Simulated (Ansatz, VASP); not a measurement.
**SnCl (Cl-SnSn-Cl chair, 3 layers, AB) in two plane-wave programs**

One calculation is typed for both programs; each brings its own data sets. How far apart do they land? The structure shown is the start of the Ansatz relaxation below; VASP solves that cell, so the two are compared at the walk's first step.

Program: Ansatz 0.2.0. Level of theory: plane waves, with VASP 6.6.1 beside it; single point at PBE with D3(BJ). Results are calculated unless marked as measured.

## Step 1: The structure

The cell holds 12 atoms: 6 Cl and 6 Sn. Cell: a = 4.587 Å, b = 4.587 Å, c = 77.840 Å, α = 90.0°, β = 90.0°, γ = 120.0°. Vacuum lies along c.

## Step 2: Ansatz: relaxation, PBE with D3(BJ)

Ansatz runs on its default PAW (the set named soft_2) files.

The two programs are compared at the cell with which this relaxation starts, whose forces are those of its first step.

Input file input.yaml:

```yaml
crystal:
  lattice:
    - [4.587, 0.0, 0.0]
    - [-2.2935, 3.9724585272, 0.0]
    - [0.0, 0.0, 77.8399999985]
  atoms:
    - { symbol: Cl, position: [0.6666666667, 0.3333333333, 0.3494347379] }
    - { symbol: Sn, position: [0.6666666667, 0.3333333333, 0.3803956834] }
    - { symbol: Sn, position: [0.3333333333, 0.6666666667, 0.3923004454] }
    - { symbol: Cl, position: [0.3333333333, 0.6666666667, 0.4232613909] }
    - { symbol: Cl, position: [0.0, 0.0, 0.4630866735] }
    - { symbol: Sn, position: [0.0, 0.0, 0.494047619] }
    - { symbol: Sn, position: [0.6666666667, 0.3333333333, 0.505952381] }
    - { symbol: Cl, position: [0.6666666667, 0.3333333333, 0.5369133265] }
    - { symbol: Cl, position: [0.6666666667, 0.3333333333, 0.5767386091] }
    - { symbol: Sn, position: [0.6666666667, 0.3333333333, 0.6076995546] }
    - { symbol: Sn, position: [0.3333333333, 0.6666666667, 0.6196043166] }
    - { symbol: Cl, position: [0.3333333333, 0.6666666667, 0.6505652621] }
  periodic: [true, true, false]
kpoints:
  mp_grid: { grid: [7, 7, 1] }
hamiltonian:
  xc: pbe
  dispersion: d3bj
scf:
  occupations: { method: fermi_dirac, width: 0.05 }
  convergence: { dr2_threshold: 1.0e-09 }
relax:
  f_tol: 0.015
  max_steps: 90
  cell: {}
output:
  write_potential: true
  write_density: true
  volumetric_format: npy
```

Command:

```sh
> ansatz run input.yaml --threads 4 --pin off --max-ram 6144MiB --backend cpu --events-out ev --progress --plain --runs-dir out
```

Numbers of over 12 decimals in the logs are rounded to 6 here.

Log:

```text
Warning: relax.cell: scf.convergence.dr2_threshold = 1e-9 eV is looser than the 1.0731210364e-10 eV advised for a relaxation that steers and ends on the stress (1e-10 eV for each atom of the cell: 12, times the square of relax.cell.stress_2d_tol = 0.05 N/m over 33.4 Å (the atoms' height at the walk's start and 5 Å past either face), 1.495e-2 GPa, over a crystal's default 0.05). What an SCF threshold leaves in a stress goes as its square root, and in the free energy as the threshold itself, and one threshold admits the most on a small cell: [figures from the program's tests cut] Set scf.convergence.dr2_threshold to 1.0731210364e-10 eV or tighter. [rest of the remark cut]
Engine: ansatz 0.2.0, aarch64-unknown-linux-gnu
Pseudopotentials: kind: paw
Pseudopotential: Cl, paw, valence charge 7, recommended cutoff 420 eV (normal), Cl.paw.azcp
Pseudopotential: Sn, paw, valence charge 14, recommended cutoff 420 eV (normal), Sn.paw.azcp
Functional definition: PBE
  parameter kappa = 0.804
  parameter beta = 0.066725
  exchange = pbe_x(kappa = kappa, mu = beta*pi^2/3)
  correlation = pbe_c(beta = beta)
Crystal: 12 atoms, lattice volume = 1418.375 Å³
Basis set: ecut = 420 eV, 27951 PW (Γ), exchange–correlation on 64×64×1080 points (8 copies of the dense FFT grid, shifted against one another)
Bands: 76, of which v1, the nominal top of the filled ones, is band 63 counted from 1 (62 counted from 0)
Symmetry: 6 space group operations
Space group: P3m1 (ITA 156), of the structure as read, at distance tolerance 1.1e-4 Å
k-points: 8 of 49 (time reversal used)
Non-local potential: Cl, projectors of the file, l = 0: 2, l = 1: 2, l = 2: 2
Non-local potential: Sn, projectors of the file, l = 0: 2, l = 1: 2, l = 2: 2, l = 3: 2
PAW form: soft (Blöchl's): semilocal exchange-correlation on the pseudo side does not see the compensation charge
PAW one-centre angular grid: Cl, 110 points (default); XC on 64 Gauss nodes
PAW one-centre angular grid: Sn, 590 points (default); XC on 64 Gauss nodes
Initial density: superposition of atomic densities (neutral atoms: chi_scale 0, normalization atom), corrected by the library's trained network
Initial wavefunctions: pseudopotential atomic-orbital guess
Functional: x = pbe(κ = 0.804, μ = 0.219515), c = pbe(β = 0.066725)
SCF iter   1: F=—  HF=-42630.568636 eV  |F-HF|=—  |Δ(HF+E_count)|=         —  Δρ=2.15e-3  dr2=3.53e-1  ethr=1.77e-3  ⟨swp⟩=14.8  Hψ=3804  notcnv=0  defer=7
preconditioner: auto → LDOS  [insulator: Δε(μ)=0.156 eV  Ē_g=6.810 eV  σ=0.050 eV  W_gap=0.53  n_scr=182 (ndim 8)  ℏωp=7.2 eV  f_vac=0.681  D(μ)=0.73/eV (n_scr^D=6)  ε∞_Penn≈2.1  β→1.0]
SCF iter   2: F=—  HF=-42630.720101 eV  |F-HF|=—  |Δ(HF+E_count)|=   1.51e-1  Δρ=4.19e-3  dr2=9.83e-1  ethr=2.80e-4  ⟨swp⟩=5.0  Hψ=1379  notcnv=0  defer=29  recentre
SCF iter   3: F=—  HF=-42630.492696 eV  |F-HF|=—  |Δ(HF+E_count)|=   2.27e-1  Δρ=2.74e-4  dr2=3.76e-3  ethr=2.80e-4  ⟨swp⟩=3.9  Hψ=1091  notcnv=0  defer=29
SCF iter   4: F=—  HF=-42630.493217 eV  |F-HF|=—  |Δ(HF+E_count)|=   5.21e-4  Δρ=1.29e-4  dr2=3.44e-4  ethr=2.98e-6  ⟨swp⟩=3.4  Hψ=1436  notcnv=0  defer=29
SCF iter   5: F=—  HF=-42630.493252 eV  |F-HF|=—  |Δ(HF+E_count)|=   3.46e-5  Δρ=4.30e-5  dr2=8.24e-5  ethr=2.73e-7  ⟨swp⟩=3.2  Hψ=1105  notcnv=0  defer=29
SCF iter   6: F=—  HF=-42630.493280 eV  |F-HF|=—  |Δ(HF+E_count)|=   2.89e-5  Δρ=2.21e-5  dr2=3.82e-5  ethr=6.54e-8  ⟨swp⟩=3.4  Hψ=1231  notcnv=0  defer=29
SCF iter   7: F=—  HF=-42630.493270 eV  |F-HF|=—  |Δ(HF+E_count)|=   1.04e-5  Δρ=6.25e-6  dr2=1.06e-6  ethr=3.03e-8  ⟨swp⟩=2.5  Hψ=741  notcnv=0  defer=29
SCF iter   8: F=—  HF=-42630.493659 eV  |F-HF|=—  |Δ(HF+E_count)|=   3.89e-4  Δρ=2.26e-6  dr2=1.77e-7  ethr=8.39e-10  ⟨swp⟩=3.2  Hψ=1287  notcnv=0  defer=29
SCF iter   9: F=—  HF=-42630.493659 eV  |F-HF|=—  |Δ(HF+E_count)|=   9.63e-8  Δρ=9.38e-7  dr2=2.91e-8  ethr=1.41e-10  ⟨swp⟩=3.5  Hψ=1236  notcnv=0  defer=29
SCF iter  10: F=—  HF=-42630.493659 eV  |F-HF|=—  |Δ(HF+E_count)|=   2.52e-8  Δρ=3.27e-7  dr2=1.99e-9  ethr=2.31e-11  ⟨swp⟩=2.9  Hψ=884  notcnv=0  defer=29
SCF iter  11: F=-42630.493659 eV  HF=-42630.493659 eV  |F-HF|=1.80e-9  |Δ(HF+E_count)|=   9.04e-9  Δρ=1.11e-7  dr2=3.30e-10  ethr=1.00e-12  ⟨swp⟩=11.5  Hψ=4585  notcnv=0
SCF 1 converged in 11 iterations: F = -42630.493659 eV  dr2 = 3.30e-10
  greatest PAW one-centre occupation: 0.991 electrons in one spin orbital (limit 2), on the Sn atom at site 10 (counted from 0), in its partial waves of l = 2
[...]
WARN: The output density's exchange-correlation potential varies sharply where the density is thin. Do not read a vacuum level from v_tot or v_xc, or from such a field of the output density. On a cell that repeats whose density bears no net charge and no dipole along the vacuum's axis use v_es (v_loc + v_h of the components); under efield.dipole_correction with no amplitude use v_es + v_field, which holds any externa [...]
SCF converged after 5 iterations
Free energy (F): -42631.086734 eV
Harris-Foulkes:  -42631.086734 eV  (|F-HF|=8.86e-8)
Internal energy: -42631.075964 eV  (E = F + TS)
E sigma→0 (E₀):  -42631.081349 eV
Entropy (-TS):   -0.010769 eV (-0.897 meV/atom)
Fermi energy:    -6.409525 eV
--- Per-component energies (eV) ---
  E_band       = -2438.458289
  E_kinetic    = 2079.926501
  E_local      = -806089.327221  (includes V_loc(G=0)·N_el)
  E_nonlocal   = -20.244634
  E_hartree    = 402506.887902
  E_xc         = -2929.749519
  E_vxc        = -1297.334297  (∫ρ·V_xc dr)
  E_paw        = -28781.319524  (= ΣΔE_a)
  E_vpaw       = -2125.254118  (= ΣTr[D̂ρ^β])
  E_aug_tail   = 0.000540  (compensation charges beyond the density's cutoff)
  E_ewald      = 390604.530684
  E_disp       = -1.780694  (pairwise vdW)
  E_smearing   = -0.010769  (= −TS)
  E_closure    = 0.000000  (closes the sum)
  Σ components = -42631.086734   (vs F -42631.086734, Δ=0.00e0)
--- Forces (eV/Å), atoms counted from 1 ---
  atom   1  Cl     0.00000000     0.00000000    -0.00044346
  atom   2  Sn     0.00000000     0.00000000     0.00296358
  atom   3  Sn     0.00000000    -0.00000000    -0.00160245
  atom   4  Cl     0.00000000    -0.00000000    -0.00161587
  atom   5  Cl     0.00000000     0.00000000     0.00367268
  atom   6  Sn     0.00000000     0.00000000     0.00227359
  atom   7  Sn    -0.00000000    -0.00000000    -0.00464933
  atom   8  Cl     0.00000000    -0.00000000     0.00150969
  atom   9  Cl     0.00000000     0.00000000    -0.00332014
  atom  10  Sn     0.00000000     0.00000000     0.00330169
  atom  11  Sn     0.00000000    -0.00000000    -0.00269403
  atom  12  Cl     0.00000000    -0.00000000     0.00060257
  max |Σ_I F_I| component: 1.48e-6 eV/Å
--- 2D stress c σ (N/m, compression-positive) ---
       -0.015551      -0.000000       0.000000
       -0.000000      -0.015551       0.000000
        0.000000       0.000000      -0.000000
  P = ½ c Tr σ = -0.0156 N/m
--- Band table (eV; the first three rows and the last of 8) ---
  k-point 0: bands = [... 59 lower, -6.8641, -6.4443, -6.4443, -6.4170, -6.4170, -6.3928, -6.3928, -4.6680, ... 9 higher]
  k-point 1: bands = [... 59 lower, -7.7335, -6.6602, -6.6289, -6.6005, -5.3774, -5.3616, -5.3498, -4.5062, ... 9 higher]
  k-point 2: bands = [... 59 lower, -8.1573, -7.0080, -6.9653, -6.9238, -5.0371, -5.0321, -5.0263, -4.0980, ... 9 higher]
  k-point 7: bands = [... 59 lower, -8.2921, -7.7051, -7.6918, -7.6899, -3.3964, -3.2930, -3.2074, -2.7943, ... 9 higher]
  the weakly bound empty levels are not read free of the cell's end (no_gap_told)
--- Relaxed structure (10 steps of the walk, 10 accepted, 2 SCFs on fresh bases) ---
  F+E_penalty+E_count = -42631.08673373 eV   max|allowed force component| = 4.649e-3 eV/Å   (the final SCF, on the basis selected at the relaxed cell)
  cell:  # Å, volume = 1596.9716 Å³
    - [4.867230, 0, 0]
    - [-2.433615, 4.215145, 0]
    - [0, 0, 77.8399999985]
  atoms:
    - { symbol: Cl, position: [0.666667, 0.333333, 0.359684] }
    - { symbol: Sn, position: [0.666667, 0.333333, 0.390150] }
    - { symbol: Sn, position: [0.333333, 0.666667, 0.398808] }
    - { symbol: Cl, position: [0.333333, 0.666667, 0.429256] }
    - { symbol: Cl, position: [-2.4671622769088904e-17, -1.8503717076816675e-17, 0.460672] }
    - { symbol: Sn, position: [-2.4671622769088904e-17, -1.8503717076816672e-17, 0.491123] }
    - { symbol: Sn, position: [0.666667, 0.333333, 0.499765] }
    - { symbol: Cl, position: [0.666667, 0.333333, 0.530228] }
    - { symbol: Cl, position: [0.666667, 0.333333, 0.575281] }
    - { symbol: Sn, position: [0.666667, 0.333333, 0.605740] }
    - { symbol: Sn, position: [0.333333, 0.666667, 0.614414] }
    - { symbol: Cl, position: [0.333333, 0.666667, 0.644880] }
```

The column dr2 measures how far the density is from self-consistency, as an energy; F and HF (Harris–Foulkes) agree once it is small.

[end of part 1 of 2]

[Lines on the potential files, build, host, timing and source positions are cut from VASP's logs without a mark.]

[Logs are printed without paths, hosts, clocks, repeated set-up lines and the standing remarks that a program may print on its own settings, such as how far it seeks lower states.]

[Hosts, paths, dates, database ids (printed as entryN), source tags and the programs' standing remarks are cut or masked in the printed files.]
